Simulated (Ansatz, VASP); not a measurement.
**Hf6AlMo2C2S4 (HfC/1 monolayer of Al/MoS2/Hf): VASP beside Ansatz**

Aim: how closely do two programs agree when they are given the same cell, functional and k mesh? The structure shown is the end of the VASP relaxation below.

Calculated with Ansatz 0.2.0; plane waves, with VASP 6.6.1 beside it; single point at PBE.

**1. Starting point**

The cell holds 15 atoms: 2 C, 6 Hf, 1 Al, 4 S and 2 Mo. Its edges and angles: a = 3.170 Å, b = 3.170 Å, c = 45.238 Å, α = 90.0°, β = 90.0°, γ = 120.0°. It derives from  (HfC/1 monolayer of Al/MoS2/Hf). Vacuum lies along c.

Coordinates:

```xyz
15
Lattice="3.1700 0.0000 0.0000 -1.5850 2.7453 0.0000 0.0000 0.0000 45.2376" Properties=species:S:1:pos:R:3
C     0.0000    0.0000    8.3592
C     1.5850    0.9151   11.0352
Hf    0.0000    1.8302    9.5538
Hf    0.0000    0.0000   12.2618
Hf    0.0000    0.0000   29.6050
Hf    1.5850    0.9151   32.0498
Hf    0.0000    0.0000   34.6881
Hf    1.5850    0.9151   37.0567
Al    0.0000    1.8302   14.5384
S     0.0000    1.8302   16.9525
S     0.0000    1.8302   20.1222
S     0.0000    0.0000   23.7826
S     0.0000    0.0000   26.9608
Mo    0.0000    0.0000   18.5557
Mo    0.0000    1.8302   25.3458
```

**2. VASP: relaxation, PBE**

This run makes the geometry at which the two programs are then compared.

Lines of VASP's logs that name or quote its potential files are left out, and so is its time.

Contents of INCAR:

```
SYSTEM = Hf6AlMo2C2S4
PREC = Normal
ENCUT = 400
EDIFF = 1E-05
NELM = 120
ISMEAR = -1
SIGMA = 0.1
LREAL = Auto
ALGO = Fast
GGA = PE
NBANDS = 58
ISPIN = 2
MAGMOM = 0 0 0 0 0 0 0.6 0.6 0 0 0 0 0 0 0
LMAXMIX = 4
LORBIT = 11
LWAVE = .FALSE.
LCHARG = .FALSE.
KPAR = 4
IBRION = 2
NSW = 60
ISIF = 2
EDIFFG = -0.03
POTIM = 0.4
MAXMIX = 40
IDIPOL = 3
LDIPOL = .TRUE.
DIPOL = 0.5 0.5 0.473
```

Contents of POSCAR:

```
Hf6AlMo2C2S4
1.0
    3.1700000000      0.0000000000      0.0000000000
   -1.5850000000      2.7453005300      0.0000000000
    0.0000000000      0.0000000000     45.2375911588
C Hf Al S Mo
2 6 1 4 2
Direct
    0.0000000000      0.0000000000      0.1768440758
    0.6666666700      0.3333333300      0.2376817087
    0.3333333300      0.6666666700      0.2072628923
    0.0000000000      0.0000000000      0.2681005252
    0.0000000000      0.0000000000      0.6546078043
    0.6666666700      0.3333333300      0.7107905109
    0.0000000000      0.0000000000      0.7669732176
    0.6666666700      0.3333333300      0.8231559242
    0.3333333300      0.6666666700      0.3209251388
    0.3333333300      0.6666666700      0.3850311163
    0.3333333300      0.6666666700      0.4540003058
    0.0000000000      0.0000000000      0.5215326373
    0.0000000000      0.0000000000      0.5905018268
    0.0000000000      0.0000000000      0.4195157111
    0.3333333300      0.6666666700      0.5560172321
```

Contents of KPOINTS:

```
Automatic mesh
0
Gamma
9 9 1
0 0 0
```

PAW data sets: C, Hf, Al, S and Mo (PBE family, release 64).

Run with:

```console
mpirun -np 4 vasp_std
```

Numbers of over 12 decimals in the logs are rounded to 6 here.

Log:

```text
[banner, memory and clock lines left out]
running    4 mpi-ranks, on    1 nodes
 distrk:  each k-point on    1 cores,    4 groups
 distr:  one band on    1 cores,    1 groups

 POSCAR found type information on POSCAR C HfAlS Mo
 POSCAR found :  5 types and      15 ions
 LDA part: xc-table for (Slater+PW92), standard interpolation
 POSCAR, INCAR and KPOINTS ok, starting setup
 FFT: planning ... GRIDC
 FFT: planning ... GRID_SOFT
 FFT: planning ... GRID
 WAVECAR not read
 entering main loop
       N       E                     dE             d eps       ncg     rms          rms(c)
DAV:   1     0.249009155890E+03    0.24901E+03   -0.23418E+04  2832   0.806E+02
DAV:   2    -0.995361339194E+02   -0.34855E+03   -0.32360E+03  3642   0.176E+02
DAV:   3    -0.136554664422E+03   -0.37019E+02   -0.35667E+02  3672   0.560E+01
DAV:   4    -0.138349954361E+03   -0.17953E+01   -0.17802E+01  4064   0.125E+01
DAV:   5    -0.138413111859E+03   -0.63157E-01   -0.63060E-01  4080   0.229E+00    0.497E+01
RMM:   6    -0.194651208170E+04   -0.18081E+04   -0.23567E+02  4267   0.531E+01    0.595E+01
RMM:   7    -0.799875456302E+03    0.11466E+04   -0.26777E+02  3649   0.375E+01    0.586E+01
RMM:   8    -0.143149396916E+03    0.65673E+03   -0.42371E+01  2836   0.153E+01    0.246E+01
RMM:   9    -0.417983900543E+03   -0.27483E+03   -0.18143E+02  3948   0.228E+01    0.323E+01
RMM:  10    -0.424079429449E+03   -0.60955E+01   -0.10085E+02  3602   0.169E+01    0.324E+01
RMM:  11    -0.152879140327E+03    0.27120E+03   -0.19876E+01  2868   0.970E+00    0.248E+01
RMM:  12    -0.144091872427E+03    0.87873E+01   -0.38079E+00  2954   0.469E+00    0.180E+01
RMM:  13    -0.161822978174E+03   -0.17731E+02   -0.99088E+00  3242   0.509E+00    0.244E+01
RMM:  14    -0.129510606601E+03    0.32312E+02   -0.18985E+00  3342   0.270E+00    0.130E+01
[...]
RMM:  41    -0.122356697787E+03   -0.28727E-02   -0.74104E-05  2362   0.167E-02    0.112E+00
RMM:  42    -0.122350767781E+03    0.59300E-02   -0.30967E-04  2843   0.311E-02    0.105E+00
RMM:  43    -0.122336737599E+03    0.14030E-01   -0.10897E-03  3570   0.546E-02    0.736E-01
RMM:  44    -0.122346168879E+03   -0.94313E-02   -0.58785E-04  3403   0.411E-02    0.849E-01
RMM:  45    -0.122348176240E+03   -0.20074E-02   -0.13755E-03  3656   0.580E-02    0.727E-01
RMM:  46    -0.122344700262E+03    0.34760E-02   -0.19765E-03  3993   0.732E-02    0.250E-01
RMM:  47    -0.122351547972E+03   -0.68477E-02   -0.46818E-04  2930   0.332E-02    0.303E-01
RMM:  48    -0.122355633663E+03   -0.40857E-02   -0.21401E-04  2834   0.236E-02    0.301E-01
[...]
RMM:   8    -0.122928958520E+03    0.14889E-03   -0.45992E-05  2339   0.217E-02    0.116E-01
RMM:   9    -0.122929013732E+03   -0.55212E-04   -0.10376E-05  1850   0.966E-03    0.115E-01
RMM:  10    -0.122929030242E+03   -0.16510E-04   -0.14655E-05  1873   0.105E-02    0.998E-02
RMM:  11    -0.122929334807E+03   -0.30457E-03   -0.23898E-05  1933   0.107E-02    0.916E-02
RMM:  12    -0.122929843795E+03   -0.50899E-03   -0.75813E-05  2505   0.179E-02    0.718E-02
RMM:  13    -0.122931777283E+03   -0.19335E-02   -0.25675E-04  3446   0.333E-02    0.130E-01
RMM:  14    -0.122931923621E+03   -0.14634E-03   -0.10314E-04  2476   0.183E-02    0.308E-02
RMM:  15    -0.122931961439E+03   -0.37818E-04   -0.34631E-05  2124   0.128E-02    0.355E-02
RMM:  16    -0.122931919548E+03    0.41892E-04   -0.41854E-05  1991   0.106E-02    0.227E-02
RMM:  17    -0.122931855927E+03    0.63621E-04   -0.18312E-05  1918   0.989E-03    0.210E-02
RMM:  18    -0.122931917768E+03   -0.61841E-04   -0.15858E-05  1895   0.860E-03    0.136E-02
RMM:  19    -0.122931934881E+03   -0.17112E-04   -0.92528E-06  1790   0.655E-03    0.243E-02
RMM:  20    -0.122931933355E+03    0.15254E-05   -0.45454E-06  1610   0.473E-03
  35 F= -.12293193E+03 E0= -.12274687E+03  d E =-.182953E-02  mag=     0.0017
[... from here on, the cycles between the ionic steps are left out ...]
  36 F= -.12293241E+03 E0= -.12274689E+03  d E =-.230734E-02  mag=    -0.0013
  37 F= -.12293378E+03 E0= -.12274795E+03  d E =-.137106E-02  mag=    -0.0088
  38 F= -.12293398E+03 E0= -.12274787E+03  d E =-.157216E-02  mag=    -0.0193
  39 F= -.12293463E+03 E0= -.12274860E+03  d E =-.649044E-03  mag=    -0.0096
  40 F= -.12293464E+03 E0= -.12274861E+03  d E =-.652247E-03  mag=    -0.0090
  41 F= -.12293468E+03 E0= -.12274903E+03  d E =-.439078E-04  mag=    -0.0093
  42 F= -.12293475E+03 E0= -.12274891E+03  d E =-.118880E-03  mag=    -0.0067
 curvature:   0.25 expect dE= 0.573E-04 dE for cont linesearch  0.259E-04
 ZBRENT: interpolating
 opt :   0.9219  next Energy=  -122.934689 (dE=-0.531E-04)
 bond charge predicted
       N       E                     dE             d eps       ncg     rms          rms(c)
DAV:   1    -0.122934913500E+03   -0.15657E-03   -0.53478E-03  2796   0.201E-01    0.844E-02
RMM:   2    -0.122934757407E+03    0.15609E-03   -0.91966E-05  2345   0.289E-02    0.871E-03
RMM:   3    -0.122934762457E+03   -0.50501E-05   -0.19750E-05  1778   0.115E-02
  43 F= -.12293476E+03 E0= -.12274905E+03  d E =-.126885E-03  mag=    -0.0070
 curvature:  -0.09 expect dE=-0.707E-05 dE for cont linesearch -0.227E-06
 trial: gam=-0.01797 g(F)=  0.790E-04 g(S)=  0.000E+00 ort = 0.414E-04 (trialstep = 0.105E+01)
 search vector abs. value=  0.778E-04
 reached required accuracy - stopping structural energy minimisation
```

OUTCAR, selected parts (step 2):

```text
ion  position               nearest neighbor table
   1  0.000  0.000  0.177-   3 2.29   3 2.29   3 2.29
   2  0.667  0.333  0.238-   3 2.29   3 2.29   4 2.29   4 2.29   4 2.29   3 2.29
   3  0.333  0.667  0.207-   2 2.29   2 2.29   1 2.29   1 2.29   1 2.29   2 2.29   4 3.31   4 3.31
                             4 3.31
   4  0.000  0.000  0.268-   2 2.29   2 2.29   2 2.29   9 3.01   9 3.01   9 3.01   3 3.31   3 3.31
                             3 3.31
   5  0.000  0.000  0.655-  13 2.90   6 3.13   6 3.13   6 3.13
   6  0.667  0.333  0.711-   5 3.13   7 3.13   5 3.13   5 3.13   7 3.13   7 3.13
   7  0.000  0.000  0.767-   8 3.13   6 3.13   8 3.13   8 3.13   6 3.13   6 3.13
   8  0.667  0.333  0.823-   7 3.13   7 3.13   7 3.13
   9  0.333  0.667  0.321-  10 2.90   4 3.01   4 3.01   4 3.01
  10  0.333  0.667  0.385-  14 2.40  14 2.40  14 2.40   9 2.90
  11  0.333  0.667  0.454-  14 2.40  14 2.40  14 2.40
  12  0.000  0.000  0.522-  15 2.40  15 2.40  15 2.40
  13  0.000  0.000  0.591-  15 2.40  15 2.40  15 2.40   5 2.90
  14  0.000  0.000  0.420-  11 2.40  10 2.40  11 2.40  11 2.40  10 2.40  10 2.40
  15  0.333  0.667  0.556-  13 2.40  12 2.40  13 2.40  13 2.40  12 2.40  12 2.40

  LATTYP: Found a hexagonal cell.
 ALAT       =     3.1700000000
 C/A-ratio  =    14.2705334886

 Subroutine GETGRP returns: Found  6 space group operations
 (whereof  6 operations were pure point group operations)

The static configuration has the point symmetry C_3v.

 Found     12 irreducible k-points:

   k-points           NKPTS =     12   k-points in BZ     NKDIM =     12   number of bands    NBANDS=     58

   dimension x,y,z NGX =    16 NGY =   16 NGZ =  224
   dimension x,y,z NGXF=    32 NGYF=   32 NGZF=  448

   ENCUT  =  400.0 eV  29.40 Ry    5.42 a.u.   5.17  5.17 73.77*2*pi/ulx,y,z

   NELECT =      71.0000    total number of electrons

 k-points in reciprocal lattice and weights: Automatic mesh
   0.00000000  0.00000000  0.00000000       0.012
   0.11111111  0.00000000  0.00000000       0.074
   0.22222222  0.00000000  0.00000000       0.074
   0.33333333  0.00000000  0.00000000       0.074
   0.44444444  0.00000000  0.00000000       0.074
   0.11111111  0.11111111  0.00000000       0.074
   0.22222222  0.11111111  0.00000000       0.148
   0.33333333  0.11111111  0.00000000       0.148
   0.44444444  0.11111111  0.00000000       0.074
   0.22222222  0.22222222  0.00000000       0.074
   0.33333333  0.22222222  0.00000000       0.148
   0.33333333  0.33333333  0.00000000       0.025

 dipolmoment           0.000000      0.000000     -0.129984 electrons x Angstroem

 average (electrostatic) potential at core
       1 -51.8941       2 -51.6462       3 -37.3248       4 -38.1516       5 -39.0469
       6 -38.7762       7 -38.7227       8 -39.1424       9 -78.4968      10 -91.1914
      11 -90.6501      12 -90.3055      13 -90.7110      14 -42.7324      15 -42.3508

 E-fermi :   2.1716

 spin component 1
 k-point     1 :       0.0000    0.0000    0.0000
  band No.  band energies     occupation
    ...
     28       0.5800      1.00000
     29       0.8630      1.00000
     30       1.9373      0.91232
     31       2.1334      0.59432
     32       2.1335      0.59397
     33       2.5407      0.02433
     34       2.9876      0.00029
     35       2.9876      0.00029
     36       3.0469      0.00016
     37       3.2643      0.00002
    ...

 k-point     2 :       0.1111    0.0000    0.0000
  band No.  band energies     occupation
    ...
     28       0.6993      1.00000
     29       0.7802      1.00000
     30       1.5834      0.99722
     31       1.7575      0.98433
     32       2.1700      0.50378
     33       2.2324      0.35234
     34       2.4938      0.03831
     35       2.5774      0.01699
     36       2.8469      0.00117
     37       2.9120      0.00061
    ...

 k-point     3 :       0.2222    0.0000    0.0000
  band No.  band energies     occupation
    ...
     31       1.4554      0.99923
     32       1.5643      0.99770
     33       1.8326      0.96736
     34       2.0065      0.83901
     35       2.1201      0.62587
     36       2.1994      0.43093
     37       2.2331      0.35074
     38       2.7554      0.00291
     39       2.7747      0.00240
     40       2.8126      0.00164
    ...

 k-point     4 :       0.3333    0.0000    0.0000
  band No.  band energies     occupation
    ...
     31       1.1393      0.99997
     32       1.2686      0.99988
     33       1.3649      0.99969
     34       1.5004      0.99878
     35       2.0853      0.70315
     36       2.1777      0.48471
     37       2.3015      0.21422
     38       2.6644      0.00718
     39       2.6776      0.00630
     40       2.8457      0.00118
    ...

 k-point     5 :       0.4444    0.0000    0.0000
  band No.  band energies     occupation
    ...
     30       0.2875      1.00000
     31       0.4711      1.00000
     32       0.9186      1.00000
     33       1.3276      0.99978
     34       1.3931      0.99958
     35       2.2085      0.40864
     36       2.4005      0.09201
     37       2.5954      0.01422
     38       2.8103      0.00168
     39       3.0453      0.00016
    ...

 k-point     6 :       0.1111    0.1111    0.0000
  band No.  band energies     occupation
    ...
     30       1.3983      0.99956
     31       1.4584      0.99920
     32       1.7198      0.98920
     33       1.9499      0.90172
     34       1.9968      0.85162
     35       2.2768      0.25868
     36       2.2949      0.22561
     37       2.3335      0.16533
     38       2.7992      0.00188
     39       2.8580      0.00104
    ...

  Total        6.0585638      6.0585638      0.4657960      0.0000000      0.0000000     -0.0000000
  in kB       24.6565120     24.6565120      1.8956482      0.0000000      0.0000000     -0.0000000
  external PRESSURE =      17.0695574 kB  Pullay stress =       0.0000000 kB

  energy-cutoff  :      400.00
  volume of cell :      393.68
      direct lattice vectors                 reciprocal lattice vectors
     3.170000000  0.000000000  0.000000000     0.315457413  0.182129422  0.000000000
    -1.585000000  2.745300530  0.000000000     0.000000000  0.364258845  0.000000000
     0.000000000  0.000000000 45.237591159     0.000000000  0.000000000  0.022105509

 POSITION                                       TOTAL-FORCE (eV/Angst)
 -----------------------------------------------------------------------------------
     -1.58500      2.74530      8.35921        -0.000000      0.000000      0.001165
      1.58500      0.91510     11.03524        -0.000000      0.000000      0.009145
     -0.00000      1.83020      9.55375        -0.000000     -0.000000      0.000770
      0.00000      0.00000     12.26180         0.000000      0.000000      0.019368
      0.00000      0.00000     29.60500        -0.000000      0.000000     -0.001543
      1.58500      0.91510     32.04980        -0.000000      0.000000     -0.015622
      0.00000      0.00000     34.68805        -0.000000      0.000000      0.022832
      1.58500      0.91510     37.05667        -0.000000      0.000000     -0.009597
     -0.00000      1.83020     14.53841         0.000000      0.000000     -0.004142
     -0.00000      1.83020     16.95245         0.000000     -0.000000     -0.002960
     -0.00000      1.83020     20.12219         0.000000     -0.000000      0.009445
      0.00000      0.00000     23.78265        -0.000000      0.000000     -0.002001
      0.00000      0.00000     26.96084        -0.000000      0.000000      0.005982
      0.00000      0.00000     18.55570        -0.000000      0.000000     -0.012359
     -0.00000      1.83020     25.34579        -0.000000      0.000000     -0.020484
 -----------------------------------------------------------------------------------
    total drift:                                0.000012     -0.000025      0.007933

  FREE ENERGIE OF THE ION-ELECTRON SYSTEM (eV)
  ---------------------------------------------------
  free  energy   TOTEN  =      -122.9347624573 eV

  energy  without entropy=     -122.5633466461  energy(sigma->0) =     -122.74905455

 reached required accuracy - stopping structural energy minimisation

 vacuum level on the upper side and lower side of the slab         6.737         9.446

 total charge
# of ion       s       p       d       tot
------------------------------------------
    1        0.965   1.297   0.000   2.262
    2        0.893   1.533   0.000   2.426
    3        0.549   0.768   2.508   3.825
    4        0.544   0.697   2.390   3.631
    5        0.618   0.442   2.001   3.062
    6        0.620   0.497   1.999   3.116
    7        0.626   0.501   2.034   3.161
    8        0.654   0.376   1.973   3.002
    9        0.435   0.329   0.000   0.764
   10        1.348   2.367   0.000   3.715
   11        1.366   2.323   0.000   3.688
   12        1.364   2.331   0.000   3.694
   13        1.351   2.348   0.000   3.700
   14        0.403   0.576   4.416   5.395
   15        0.403   0.577   4.409   5.389
--------------------------------------------------
tot         12.138  16.964  21.729  50.830

 magnetization (x)
# of ion       s       p       d       tot
------------------------------------------
    1       -0.000  -0.000   0.000  -0.000
    2       -0.000  -0.000   0.000  -0.000
    3       -0.000  -0.000  -0.000  -0.000
    4       -0.000   0.000  -0.000  -0.000
    5        0.000   0.000   0.001   0.001
    6        0.000   0.000  -0.000  -0.000
    7       -0.000  -0.000   0.000   0.000
    8       -0.000  -0.001  -0.003  -0.005
    9       -0.000  -0.000   0.000  -0.000
   10        0.000   0.000   0.000   0.000
   11        0.000   0.000   0.000   0.000
   12        0.000   0.000   0.000   0.000
   13       -0.000  -0.000   0.000  -0.000
   14       -0.000  -0.000  -0.000  -0.000
   15        0.000   0.000   0.000   0.000
--------------------------------------------------
tot         -0.000  -0.001  -0.003  -0.004

[... 6 further parts left out ...]
```

The moments of VASP's start collapse, so its state is non-magnetic. The data sets Hf and Mo keep the semicore shell frozen, which is cheaper and a little less accurate.

[end of part 1 of 2]

[Lines on the potential files, build, host, timing and source positions are cut from VASP's logs without a mark.]

[Logs are printed without paths, hosts, clocks, repeated set-up lines and the standing remarks that a program may print on its own settings, such as how far it seeks lower states.]

[Hosts, paths, dates, database ids (printed as entryN), source tags and the programs' standing remarks are cut or masked in the printed files.]
